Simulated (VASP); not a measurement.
# RbNa3H4 (Pm-3m) in VASP: notebook, part 2 of 2

VASP 6.6.1. The steps go on from the part before.

**3. Single point, LDA**

Input file INCAR:

```
SYSTEM = RbNa3H4
PREC = Accurate
ENCUT = 520
EDIFF = 1E-6
ISMEAR = 0
SIGMA = 0.01
LREAL = .FALSE.
LASPH = .TRUE.
NELM = 100
ALGO = Fast
ISIF = 2
LWAVE = .FALSE.
LCHARG = .TRUE.
LELF = .TRUE.
LVHAR = .TRUE.
NBANDS = 27
```

Input file KPOINTS:

```
regular mesh
0
G
  3 3 3
  0 0 0
```

Input file POSCAR:

```
RbNa3H4
1.0
    5.2858860000      0.0000000000      0.0000000000
    0.0000000000      5.2858860000      0.0000000000
    0.0000000000      0.0000000000      5.2858860000
Rb Na H
1 3 4
Direct
    0.5000000000      0.5000000000      0.5000000000
    0.0000000000      0.0000000000      0.5000000000
    0.0000000000      0.5000000000      0.0000000000
    0.5000000000      0.0000000000      0.0000000000
    0.5000000000      0.5000000000      0.0000000000
    0.5000000000      0.0000000000      0.5000000000
    0.0000000000      0.5000000000      0.5000000000
    0.0000000000      0.0000000000      0.0000000000
```

Potentials or basis: VASP PAW LDA potentials, release 64 (Rb_sv, Na_pv, H).

Command:

```sh
$ cat potpaw_LDA.64/Rb_sv/POTCAR potpaw_LDA.64/Na_pv/POTCAR potpaw_LDA.64/H/POTCAR > POTCAR
$ mpirun -np 1 vasp_std > vasp.out
```

OUTCAR:

```text
SYSTEM = RbNa3H4
   PREC = Accurate
   ENCUT = 520
   EDIFF = 1E-6
   ISMEAR = 0
   LREAL = .FALSE.
   LASPH = .TRUE.
   NELM = 100
   ISIF = 2

 ion  position               nearest neighbor table
   1  0.500  0.500  0.500-   5 2.64   6 2.64   7 2.64   5 2.64   6 2.64   7 2.64   3 3.74   4 3.74
                             2 3.74   2 3.74   4 3.74   3 3.74   4 3.74   2 3.74   3 3.74   4 3.74
   2  0.000  0.000  0.500-   1 3.74   1 3.74   1 3.74   1 3.74
   3  0.000  0.500  0.000-   1 3.74   1 3.74   1 3.74   1 3.74
   4  0.500  0.000  0.000-   1 3.74   1 3.74   1 3.74   1 3.74
   5  0.500  0.500  0.000-   1 2.64   1 2.64
   6  0.500  0.000  0.500-   1 2.64   1 2.64
   7  0.000  0.500  0.500-   1 2.64   1 2.64
   8  0.000  0.000  0.000-

  LATTYP: Found a simple cubic cell.
 ALAT       =     5.2858860000

  Lattice vectors:

 A1 = (   5.2858860000,   0.0000000000,   0.0000000000)
 A2 = (   0.0000000000,   5.2858860000,   0.0000000000)
 A3 = (   0.0000000000,   0.0000000000,   5.2858860000)

Analysis of symmetry for initial positions (statically):
=====================================================================
 Subroutine PRICEL returns:
 Original cell was already a primitive cell.

 Routine SETGRP: Setting up the symmetry group for a
 simple cubic supercell.

 Subroutine GETGRP returns: Found 48 space group operations
 (whereof 48 operations were pure point group operations)
 out of a pool of 48 trial point group operations.

The static configuration has the point symmetry O_h .

Analysis of symmetry for dynamics (positions and initial velocities):
=====================================================================
 Subroutine PRICEL returns:
 Original cell was already a primitive cell.

 Routine SETGRP: Setting up the symmetry group for a
 simple cubic supercell.

 Subroutine GETGRP returns: Found 48 space group operations
 (whereof 48 operations were pure point group operations)
 out of a pool of 48 trial point group operations.

The dynamic configuration has the point symmetry O_h .

 Subroutine INISYM returns: Found 48 space group operations
 (whereof 48 operations are pure point group operations),
 and found     1 'primitive' translations

----------------------------------------------------------------------------------------

                                     Primitive cell

  volume of cell :     147.6908

  direct lattice vectors                    reciprocal lattice vectors
     5.285886000  0.000000000  0.000000000     0.189183043  0.000000000  0.000000000
     0.000000000  5.285886000  0.000000000     0.000000000  0.189183043  0.000000000
     0.000000000  0.000000000  5.285886000     0.000000000  0.000000000  0.189183043

  length of vectors
     5.285886000  5.285886000  5.285886000     0.189183043  0.189183043  0.189183043

  position of ions in fractional coordinates (direct lattice)
     0.500000000  0.500000000  0.500000000
     0.000000000  0.000000000  0.500000000
     0.000000000  0.500000000  0.000000000
     0.500000000  0.000000000  0.000000000
     0.500000000  0.500000000  0.000000000
     0.500000000  0.000000000  0.500000000
     0.000000000  0.500000000  0.500000000
     0.000000000  0.000000000  0.000000000

[... 39 lines left out ...]
  0.000000  0.000000  0.000000      1.000000
  0.333333  0.000000  0.000000      6.000000
  0.333333  0.333333  0.000000     12.000000
  0.333333  0.333333  0.333333      8.000000
   k-points           NKPTS =      4   k-points in BZ     NKDIM =      4   number of bands    NBANDS=     27
   number of dos      NEDOS =    301   number of ions     NIONS =      8
   total plane-waves  NPLWV =  64000
   dimension x,y,z NGX =    40 NGY =   40 NGZ =   40
   dimension x,y,z NGXF=    80 NGYF=   80 NGZF=   80
   ions per type =               1   3   4
   NGX,Y,Z   is equivalent  to a cutoff of  12.58, 12.58, 12.58 a.u.
   NGXF,Y,Z  is equivalent  to a cutoff of  25.16, 25.16, 25.16 a.u.
 SYSTEM =  RbNa3H4
   PREC   = accura    normal or accurate (medium, high low for compatibility)
   ISTART =      0    job   : 0-new  1-cont  2-samecut
   ICHARG =      2    charge: 1-file 2-atom 10-const
   ISPIN  =      1    spin polarized calculation?
   LNONCOLLINEAR =      F non collinear calculations
   LSORBIT =      F    spin-orbit coupling
   LASPH  =      T    aspherical Exc in radial PAW
   ENCUT  =  520.0 eV  38.22 Ry    6.18 a.u.   9.83  9.83  9.83*2*pi/ulx,y,z
   NELM   =    100;   NELMIN=  2; NELMDL= -5     # of ELM steps
   EDIFF  = 0.1E-05   stopping-criterion for ELM
   LREAL  =      F    real-space projection
   EDIFFG = 0.1E-04   stopping-criterion for IOM
   NSW    =      0    number of steps for IOM
   IBRION =     -1    ionic relax: 0-MD 1-quasi-New 2-CG
   NFREE  =      0    steps in history (QN), initial steepest desc. (CG)
   ISIF   =      2    stress and relaxation
   ISYM   =      2    0-nonsym 1-usesym 2-fastsym
   POTIM  = 0.5000    time-step for ionic-motion
   TEBEG  =    0.0;   TEEND  =   0.0 temperature during run
   PSTRESS=    0.0 pullay stress
   NELECT =      34.0000    total number of electrons
   NUPDOWN=      -1.0000    fix difference up-down
   EMIN   =  10.00;   EMAX   =-10.00  energy-range for DOS
   EFERMI =   0.00;   METHOD = LEGACY
   ISMEAR =     0;   SIGMA  =   0.01  broadening in eV -4-tet -1-fermi 0-gaus
   EFERMI_NEDOS =   21; number of points for ismear=-14 and -15
   IALGO  =     68    algorithm
   IMIX   =      4    mixing-type and parameters
     AMIX     =   0.40;   BMIX     =  1.00
     AMIX_MAG =   1.60;   BMIX_MAG =  1.00
  volume/ion in A,a.u.               =      18.46       124.58
  Fermi-wavevector in a.u.,A,eV,Ry     =   1.003344  1.896046 13.696984  1.006700
  Thomas-Fermi vector in A             =   2.135890
   LORBIT       =      0    0 simple, 1 ext, 2 COOP (PROOUT), +10 PAW based schemes
   GGA     = CA    functional components
   LHFCALC =     F    Hartree Fock is set to
   AEXX    =    0.0000 exact exchange contribution
   IVDW    =     0    specifies the selected vdW correction
   LEPSILON=     F    determine dielectric tensor
   LRPA    =     F    only Hartree local field effects (RPA)
 non-spin polarized calculation
 RMM-DIIS sequential band-by-band and
 Gauss-broadening in eV      SIGMA  =   0.01
  energy-cutoff  :      520.00
  volume of cell :      147.69
 maximum number of plane-waves:      3998
 NGX is ok and might be reduce to    40
   NGX = 19   NGY = 19   NGZ = 19

 number of electron      33.9999987 magnetization

 Free energy of the ion-electron system (eV)
  ---------------------------------------------------
  ext. energy  EPLUGINS =         0.00000000
  ---------------------------------------------------
  free energy    TOTEN  =       -20.27924866 eV

  energy without entropy =      -20.27924866  energy(sigma->0) =      -20.27924866

 E-fermi :  -1.3475     XC(G=0):  -7.7496

 val. band max:       -1.4010569180   @ k =   0.3333   0.0000   0.0000
 cond. band min:       1.5617134995   @ k =   0.3333   0.3333   0.3333
 fundamental gap:      2.9627704174
 Fermi energy:        -1.3474583926

 k-point     1 :       0.0000    0.0000    0.0000
  band No.  band energies     occupation
      1     -26.3482      2.00000
      2     -24.3502      2.00000
      3     -24.3502      2.00000
      4     -24.3502      2.00000
      5     -24.3353      2.00000
      6     -24.3353      2.00000
[... 109 lines left out ...]
     26       7.2948      0.00000
     27       7.3742      0.00000

------------------------ aborting loop because EDIFF is reached ----------------------------------------

  FORCE on cell =-STRESS in cart. coord.  units (eV):
  Direction    XX          YY          ZZ          XY          YZ          ZX
  --------------------------------------------------------------------------------------
  -------------------------------------------------------------------------------------
  Total       -1.6685261     -1.6685261     -1.6685261     -0.0000000      0.0000000     -0.0000000
  in kB      -18.1004847    -18.1004847    -18.1004847     -0.0000000      0.0000000     -0.0000000
  external PRESSURE =     -18.1004847 kB  Pullay stress =       0.0000000 kB

 VOLUME and BASIS-vectors are now :
 -----------------------------------------------------------------------------
  energy-cutoff  :      520.00
  volume of cell :      147.69
      direct lattice vectors                 reciprocal lattice vectors
     5.285886000  0.000000000  0.000000000     0.189183043  0.000000000  0.000000000
     0.000000000  5.285886000  0.000000000     0.000000000  0.189183043  0.000000000
     0.000000000  0.000000000  5.285886000     0.000000000  0.000000000  0.189183043

 POSITION                                       TOTAL-FORCE (eV/Angst)
 -----------------------------------------------------------------------------------
      2.64294      2.64294      2.64294         0.000000      0.000000      0.000000
      0.00000      0.00000      2.64294         0.000000      0.000000      0.000000
      0.00000      2.64294      0.00000         0.000000      0.000000      0.000000
      2.64294      0.00000      0.00000         0.000000      0.000000      0.000000
      2.64294      2.64294      0.00000         0.000000      0.000000      0.000000
      2.64294      0.00000      2.64294         0.000000      0.000000      0.000000
      0.00000      2.64294      2.64294         0.000000      0.000000      0.000000
      0.00000      0.00000      0.00000         0.000000      0.000000      0.000000
 -----------------------------------------------------------------------------------
    total drift:                               -0.000000      0.000000     -0.000000

  FREE ENERGIE OF THE ION-ELECTRON SYSTEM (eV)
  ---------------------------------------------------
  free  energy   TOTEN  =       -20.2792486563 eV

  energy  without entropy=      -20.2792486563  energy(sigma->0) =      -20.27924866
```

Run time: 16 s. Hardware: 1 thread of Intel Xeon Platinum 8488C (Sapphire Rapids), shared host; peak memory 0.19 GiB.

Results:

| Quantity | Value |
| --- | --- |
| Free energy | -20.2792 eV |
| Pressure | -1.8 GPa |
| Band gap on the k mesh | 2.96 eV, indirect (least direct gap 3.33 eV) |

Caveat: an odd mesh through Γ misses points on the zone boundary, where band edges often lie. Expect the measured gap to be larger: semilocal functionals such as LDA lack the derivative discontinuity.
